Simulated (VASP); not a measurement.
# Lu3AlN4 (Pmmm) in VASP: relaxation of cell and atoms with PBE

Aim: the relaxation of cell and atoms of Lu3AlN4 with PBE.

Program: VASP 6.6.1. These are calculated values, not measurements. Logs are shortened: lines on timing, memory, paths and dates and some standing lists are left out, and cuts for length are marked.

### Step 1. The crystal as given

Symmetry: Pmmm, No. 47, orthorhombic system. The conventional cell has a = 3.259 Å, b = 4.685 Å, c = 6.529 Å, α = 90.00°, β = 90.00°, γ = 90.00°. Lu (site symmetry mm2) has 6 N at 2.27 to 2.35 Å as nearest neighbours. Lu (site symmetry mmm) has 6 N at 2.34 to 2.42 Å as nearest neighbours. Al (site symmetry mmm) has 6 N at 2.20 to 2.34 Å as nearest neighbours. Around N (site symmetry mmm) lie 6 Lu at 2.34 to 2.35 Å. N (site symmetry mm2) has 2 Al at 2.20 Å and 4 Lu at 2.34 to 2.42 Å as nearest neighbours. N (site symmetry mmm) has 4 Lu at 2.27 Å and 2 Al at 2.34 Å as nearest neighbours.

The cell was built by a generator and needn't be a form met in nature.

### Step 2. Relaxation of cell and atoms, PBE

File INCAR:

```
SYSTEM = Lu3AlN4
ALGO = Normal ; EDIFF = 1E-6
EDIFFG = -0.01 ; ENCUT = 520
GGA = PE ; IBRION = 2
ISIF = 3 ; ISMEAR = 0
KPAR = 4 ; LASPH = .TRUE.
LCHARG = .FALSE. ; LREAL = .FALSE.
LWAVE = .FALSE. ; NELM = 120
NSW = 90 ; PREC = Accurate
SIGMA = 0.1
```

File KPOINTS:

```
k-points
0
G
  10 6 6
  0 0 0
```

File POSCAR:

```
Lu3AlN4
1.0
    3.2590000000      0.0000000000      0.0000000000
    0.0000000000      4.6850000000      0.0000000000
    0.0000000000      0.0000000000      6.5290000000
Lu Al N
3 1 4
Direct
    0.5000000000      0.5000000000      0.2416909200
    0.0000000000      0.0000000000      0.5000000000
    0.5000000000      0.5000000000      0.7583090800
    0.0000000000      0.0000000000      0.0000000000
    0.0000000000      0.5000000000      0.5000000000
    0.5000000000      0.0000000000      0.7733190400
    0.0000000000      0.5000000000      0.0000000000
    0.5000000000      0.0000000000      0.2266809600
```

Potentials or basis: VASP PAW PBE potentials, release 64 (Lu, Al, N).

Launch:

```sh
cat potpaw_PBE.64/Lu/POTCAR potpaw_PBE.64/Al/POTCAR potpaw_PBE.64/N/POTCAR > POTCAR
mpirun -np 4 vasp_std > vasp.out
```

OUTCAR:

```text
SYSTEM = Lu3AlN4
   EDIFF = 1E-6
   EDIFFG = -0.01
   ENCUT = 520
   GGA = PE
   IBRION = 2
   ISIF = 3
   ISMEAR = 0
   LASPH = .TRUE.
   LREAL = .FALSE.
   NELM = 120
   NSW = 90
   PREC = Accurate

 ion  position               nearest neighbor table
   1  0.500  0.500  0.242-   7 2.27   7 2.27   8 2.34   8 2.34   5 2.35   5 2.35   3 3.16   4 3.26
                             4 3.26   4 3.26   4 3.26   2 3.31   2 3.31   2 3.31   2 3.31   3 3.37
   2  0.000  0.000  0.500-   5 2.34   5 2.34   8 2.42   6 2.42   6 2.42   8 2.42   4 3.26   4 3.26
                             3 3.31   3 3.31   1 3.31   3 3.31   1 3.31   1 3.31   1 3.31   3 3.31
   3  0.500  0.500  0.758-   7 2.27   7 2.27   6 2.34   6 2.34   5 2.35   5 2.35   1 3.16   4 3.26
                             4 3.26   4 3.26   4 3.26   2 3.31   2 3.31   2 3.31   2 3.31   1 3.37
   4  0.000  0.000  0.000-   6 2.20   8 2.20   6 2.20   8 2.20   7 2.34   7 2.34   3 3.26   3 3.26
                             1 3.26   3 3.26   1 3.26   1 3.26   1 3.26   3 3.26   2 3.26   2 3.26
   5  0.000  0.500  0.500-   2 2.34   2 2.34   3 2.35   1 2.35   1 2.35   3 2.35
   6  0.500  0.000  0.773-   4 2.20   4 2.20   3 2.34   3 2.34   2 2.42   2 2.42
   7  0.000  0.500  0.000-   1 2.27   3 2.27   1 2.27   3 2.27   4 2.34   4 2.34
   8  0.500  0.000  0.227-   4 2.20   4 2.20   1 2.34   1 2.34   2 2.42   2 2.42

  LATTYP: Found a simple orthorhombic cell.
 ALAT       =     3.2590000000
 B/A-ratio  =     1.4375575330
 C/A-ratio  =     2.0033752685

  Lattice vectors:

 A1 = (   3.2590000000,   0.0000000000,   0.0000000000)
 A2 = (   0.0000000000,   4.6850000000,   0.0000000000)
 A3 = (   0.0000000000,   0.0000000000,   6.5290000000)

Analysis of symmetry for initial positions (statically):
=====================================================================
 Subroutine PRICEL returns:
 Original cell was already a primitive cell.

 Routine SETGRP: Setting up the symmetry group for a
 simple orthorhombic supercell.

 Subroutine GETGRP returns: Found  8 space group operations
 (whereof  8 operations were pure point group operations)
 out of a pool of  8 trial point group operations.

The static configuration has the point symmetry D_2h.

Analysis of symmetry for dynamics (positions and initial velocities):
=====================================================================
 Subroutine PRICEL returns:
 Original cell was already a primitive cell.

 Routine SETGRP: Setting up the symmetry group for a
 simple orthorhombic supercell.

 Subroutine GETGRP returns: Found  8 space group operations
 (whereof  8 operations were pure point group operations)
 out of a pool of  8 trial point group operations.

The dynamic configuration has the point symmetry D_2h.

 Subroutine INISYM returns: Found  8 space group operations
 (whereof  8 operations are pure point group operations),
 and found     1 'primitive' translations

----------------------------------------------------------------------------------------

                                     Primitive cell

  volume of cell :      99.6875

  direct lattice vectors                    reciprocal lattice vectors
     3.259000000  0.000000000  0.000000000     0.306842590  0.000000000  0.000000000
     0.000000000  4.685000000  0.000000000     0.000000000  0.213447172  0.000000000
     0.000000000  0.000000000  6.529000000     0.000000000  0.000000000  0.153162812

  length of vectors
     3.259000000  4.685000000  6.529000000     0.306842590  0.213447172  0.153162812

  position of ions in fractional coordinates (direct lattice)
     0.500000000  0.500000000  0.241690920
     0.000000000  0.000000000  0.500000000
     0.500000000  0.500000000  0.758309080
     0.000000000  0.000000000  0.000000000
     0.000000000  0.500000000  0.500000000
     0.500000000  0.000000000  0.773319040
     0.000000000  0.500000000  0.000000000
     0.500000000  0.000000000  0.226680960

  ion indices of the primitive-cell ions
   primitive index   ion index
                 1           1
                 2           2
                 3           3
                 4           4
                 5           5
                 6           6
                 7           7
                 8           8

----------------------------------------------------------------------------------------

 KPOINTS: k-points

Automatic generation of k-mesh.
 Grid dimensions read from file:
 generate k-points for:   10    6    6

 Generating k-lattice:

  Cartesian coordinates                     Fractional coordinates (reciprocal lattice)
     0.030684259  0.000000000  0.000000000     0.100000000  0.000000000  0.000000000
     0.000000000  0.035574529  0.000000000     0.000000000  0.166666667  0.000000000
     0.000000000  0.000000000  0.025527135     0.000000000  0.000000000  0.166666667

  Length of vectors
     0.030684259  0.035574529  0.025527135

  Shift w.r.t. Gamma in fractional coordinates (k-lattice)
     0.000000000  0.000000000  0.000000000

 Subroutine IBZKPT returns following result:
 ===========================================

 Found     96 irreducible k-points:

 Following reciprocal coordinates:
            Coordinates               Weight
  0.000000  0.000000  0.000000      1.000000
  0.100000  0.000000  0.000000      2.000000
  0.200000  0.000000  0.000000      2.000000
  0.300000  0.000000  0.000000      2.000000
  0.400000  0.000000  0.000000      2.000000
  0.500000  0.000000  0.000000      1.000000
[... 16 lines left out ...]
  0.400000  0.500000  0.000000      2.000000
  0.500000  0.500000  0.000000      1.000000
 [... further k-points ...]
   k-points           NKPTS =     96   k-points in BZ     NKDIM =     96   number of bands    NBANDS=     58
   number of dos      NEDOS =    301   number of ions     NIONS =      8
   total plane-waves  NPLWV =  43200
   dimension x,y,z NGX =    24 NGY =   36 NGZ =   50
   dimension x,y,z NGXF=    48 NGYF=   72 NGZF=  100
   ions per type =               3   1   4
   NGX,Y,Z   is equivalent  to a cutoff of  12.24, 12.77, 12.73 a.u.
   NGXF,Y,Z  is equivalent  to a cutoff of  24.49, 25.55, 25.46 a.u.
 SYSTEM =  Lu3AlN4
   PREC   = accura    normal or accurate (medium, high low for compatibility)
   ISTART =      0    job   : 0-new  1-cont  2-samecut
   ICHARG =      2    charge: 1-file 2-atom 10-const
   ISPIN  =      1    spin polarized calculation?
   LNONCOLLINEAR =      F non collinear calculations
   LSORBIT =      F    spin-orbit coupling
   LASPH  =      T    aspherical Exc in radial PAW
   ENCUT  =  520.0 eV  38.22 Ry    6.18 a.u.   6.06  8.71 12.14*2*pi/ulx,y,z
   NELM   =    120;   NELMIN=  2; NELMDL= -5     # of ELM steps
   EDIFF  = 0.1E-05   stopping-criterion for ELM
   LREAL  =      F    real-space projection
   EDIFFG = -.1E-01   stopping-criterion for IOM
   NSW    =     90    number of steps for IOM
   IBRION =      2    ionic relax: 0-MD 1-quasi-New 2-CG
   NFREE  =      1    steps in history (QN), initial steepest desc. (CG)
   ISIF   =      3    stress and relaxation
   ISYM   =      2    0-nonsym 1-usesym 2-fastsym
   POTIM  = 0.5000    time-step for ionic-motion
   TEBEG  =    0.0;   TEEND  =   0.0 temperature during run
   PSTRESS=    0.0 pullay stress
   NELECT =      98.0000    total number of electrons
   NUPDOWN=      -1.0000    fix difference up-down
   EMIN   =  10.00;   EMAX   =-10.00  energy-range for DOS
   EFERMI =   0.00;   METHOD = LEGACY
   ISMEAR =     0;   SIGMA  =   0.10  broadening in eV -4-tet -1-fermi 0-gaus
   EFERMI_NEDOS =   21; number of points for ismear=-14 and -15
   IALGO  =     38    algorithm
   IMIX   =      4    mixing-type and parameters
     AMIX     =   0.40;   BMIX     =  1.00
     AMIX_MAG =   1.60;   BMIX_MAG =  1.00
  volume/ion in A,a.u.               =      12.46        84.09
  Fermi-wavevector in a.u.,A,eV,Ry     =   1.627809  3.076112 36.052181  2.649761
  Thomas-Fermi vector in A             =   2.720543
   LORBIT       =      0    0 simple, 1 ext, 2 COOP (PROOUT), +10 PAW based schemes
   GGA     = PE    functional components
   LHFCALC =     F    Hartree Fock is set to
   AEXX    =    0.0000 exact exchange contribution
   IVDW    =     0    specifies the selected vdW correction
   LEPSILON=     F    determine dielectric tensor
   LRPA    =     F    only Hartree local field effects (RPA)
 conjugate gradient relaxation of ions
 non-spin polarized calculation
 Gauss-broadening in eV      SIGMA  =   0.10
  energy-cutoff  :      520.00
  volume of cell :       99.69
 maximum number of plane-waves:      2708
   NGX = 13   NGY = 17   NGZ = 25

--------------------------------------- Ionic step        1  -------------------------------------------

 number of electron      97.9999983 magnetization

 Free energy of the ion-electron system (eV)
  ---------------------------------------------------
  ext. energy  EPLUGINS =         0.00000000
  ---------------------------------------------------
  free energy    TOTEN  =       -62.28206410 eV

  energy without entropy =      -62.28182303  energy(sigma->0) =      -62.28194356

------------------------ aborting loop because EDIFF is reached ----------------------------------------

  FORCE on cell =-STRESS in cart. coord.  units (eV):
  Direction    XX          YY          ZZ          XY          YZ          ZX
  --------------------------------------------------------------------------------------
  -------------------------------------------------------------------------------------
  Total        0.4545510      0.9035026      0.1559765      0.0000000      0.0000000      0.0000000
  in kB        7.3055445     14.5210952      2.5068540      0.0000000      0.0000000      0.0000000
  external PRESSURE =       8.1111646 kB  Pullay stress =       0.0000000 kB
[... 107 lines left out ...]
  FREE ENERGIE OF THE ION-ELECTRON SYSTEM (eV)
  ---------------------------------------------------
  free  energy   TOTEN  =       -62.2837171714 eV

  energy  without entropy=      -62.2835196002  energy(sigma->0) =      -62.28361839

[... ionic steps 4 to 11 ...]

--------------------------------------- Ionic step       12  -------------------------------------------

 number of electron      97.9999982 magnetization

------------------------ aborting loop because EDIFF is reached ----------------------------------------

  FORCE on cell =-STRESS in cart. coord.  units (eV):
  Direction    XX          YY          ZZ          XY          YZ          ZX
  --------------------------------------------------------------------------------------
  -------------------------------------------------------------------------------------
  Total        0.0927354      0.0517130      0.0724120     -0.0000000      0.0000000      0.0000000
  in kB        1.4851400      0.8281751      1.1596654     -0.0000000      0.0000000      0.0000000
  external PRESSURE =       1.1576602 kB  Pullay stress =       0.0000000 kB
[... 69 lines left out ...]
  energy  without entropy=      -62.2840972529  energy(sigma->0) =      -62.28419784

--------------------------------------- Ionic step       14  -------------------------------------------

 number of electron      97.9999981 magnetization

 Free energy of the ion-electron system (eV)
  ---------------------------------------------------
  ext. energy  EPLUGINS =         0.00000000
  ---------------------------------------------------
  free energy    TOTEN  =       -62.28429684 eV

  energy without entropy =      -62.28409519  energy(sigma->0) =      -62.28419602

 E-fermi :   4.7590     XC(G=0): -12.3134

 val. band max:        4.6627307953   @ k =   0.0000   0.0000   0.0000
 cond. band min:       4.8503821914   @ k =   0.5000   0.0000   0.0000
 fundamental gap:      0.1876513961
 Fermi energy:         4.7589973158

 k-point     1 :       0.0000    0.0000    0.0000
  band No.  band energies     occupation
      1     -50.4016      2.00000
      2     -49.7427      2.00000
      3     -49.7173      2.00000
      4     -21.2831      2.00000
      5     -21.2655      2.00000
      6     -20.9958      2.00000
[... 1453 lines left out ...]
     57      11.4786      0.00000
     58      11.6156      0.00000

 [... further k-points ...]
[... 5 lines left out ...]
  --------------------------------------------------------------------------------------
  -------------------------------------------------------------------------------------
  Total        0.0033137     -0.0317548     -0.0027239     -0.0000000      0.0000000      0.0000000
  in kB        0.0530724     -0.5085873     -0.0436265     -0.0000000      0.0000000      0.0000000
  external PRESSURE =      -0.1663805 kB  Pullay stress =       0.0000000 kB
[... 23 lines left out ...]
  FREE ENERGIE OF THE ION-ELECTRON SYSTEM (eV)
  ---------------------------------------------------
  free  energy   TOTEN  =       -62.2842968442 eV

  energy  without entropy=      -62.2840951927  energy(sigma->0) =      -62.28419602

 reached required accuracy - stopping structural energy minimisation
```

It took 13 min on 4 MPI ranks of Intel Xeon Platinum 8488C (Sapphire Rapids), shared host; peak memory 0.53 GiB.

What came out:

```
Free energy                            : -62.2843 eV
Relaxed volume                         : 12.50 Å³/atom
Relaxed cell                           : a = 3.262 Å, b = 4.703 Å, c = 6.522 Å, α = 90.00°, β = 90.00°, γ = 90.00°
Space group after relaxing (to 0.05 Å) : Pmmm (No. 47)
Energy gained by relaxing              : 0.3 meV/atom
Ionic steps                            : 14
Pressure after relaxing                : 0.0 GPa
Largest force after relaxing           : 0.009 eV/Å
Band gap on the k mesh                 : 0.19 eV, indirect (least direct gap 0.22 eV)
```

Forces in eV/Å, atoms in the order of the input:
```
Lu   0.000  0.000 -0.006
Lu   0.000  0.000  0.000
Lu   0.000  0.000  0.006
Al   0.000  0.000  0.000
N    0.000  0.000  0.000
N    0.000  0.000 -0.009
N    0.000  0.000  0.000
N    0.000  0.000  0.009
```

The path:
```csv
step,energy change (eV),largest force (eV/Å),pressure (GPa),volume (Å³)
1,0.0000,0.0797,0.81,99.69
2,-0.0006,0.0441,-0.92,100.60
3,-0.0017,0.0606,-0.29,100.17
4,-0.0016,0.0616,-0.15,100.14
5,-0.0017,0.0608,-0.16,100.16
6,-0.0022,0.0218,-0.04,100.06
7,-0.0022,0.0234,-0.05,100.04
8,-0.0022,0.0068,0.16,99.98
9,-0.0022,0.0128,0.27,100.02
10,-0.0022,0.0174,0.17,100.02
11,-0.0022,0.0100,0.17,100.03
12,-0.0022,0.0196,0.12,100.04
13,-0.0022,0.0165,0.05,100.04
14,-0.0022,0.0088,-0.02,100.04
```

Final structure:
```cif
data_structure
_symmetry_space_group_name_H-M 'P 1'
_symmetry_Int_Tables_number 1
_cell_length_a 3.2617
_cell_length_b 4.7028
_cell_length_c 6.5216
_cell_angle_alpha 90.000
_cell_angle_beta 90.000
_cell_angle_gamma 90.000
_cell_volume 100.04
loop_
_atom_site_label
_atom_site_type_symbol
_atom_site_fract_x
_atom_site_fract_y
_atom_site_fract_z
_atom_site_occupancy
Lu1 Lu 0.50000 0.50000 0.24205 1
Lu2 Lu 0.00000 0.00000 0.50000 1
Lu3 Lu 0.50000 0.50000 0.75795 1
Al1 Al 0.00000 0.00000 0.00000 1
N1 N 0.00000 0.50000 0.50000 1
N2 N 0.50000 0.00000 0.77237 1
N3 N 0.00000 0.50000 0.00000 1
N4 N 0.50000 0.00000 0.22763 1
```

Levels at points of the mesh, in eV from the valence-band top:
```csv
k point,band 46,band 47,band 48,band 49,band 50,band 51,band 52,band 53
"(0.00, 0.00, 0.00)",-1.18,-0.11,-0.02,0.00,0.22,1.95,3.31,3.47
"(0.50, 0.00, 0.00)",-1.12,-0.91,-0.91,-0.70,0.19,0.34,3.23,5.03
"(0.00, 0.50, 0.00)",-1.83,-1.36,-0.42,-0.41,1.13,1.96,3.76,4.96
"(0.50, 0.50, 0.00)",-2.32,-1.90,-1.84,-1.75,4.00,4.20,4.40,4.57
"(0.00, 0.00, 0.50)",-1.48,-1.01,-0.97,-0.78,2.21,2.85,3.10,3.67
"(0.50, 0.00, 0.50)",-1.63,-1.57,-1.34,-1.05,1.37,1.84,3.07,3.25
"(0.00, 0.50, 0.50)",-1.77,-1.68,-1.42,-1.35,2.59,3.22,3.71,4.30
"(0.50, 0.50, 0.50)",-2.29,-2.05,-1.83,-1.26,4.00,4.31,4.54,4.77
```

Caveat: spin-orbit coupling is left out, which moves the levels of the heavy elements. A k mesh can miss the band edges.
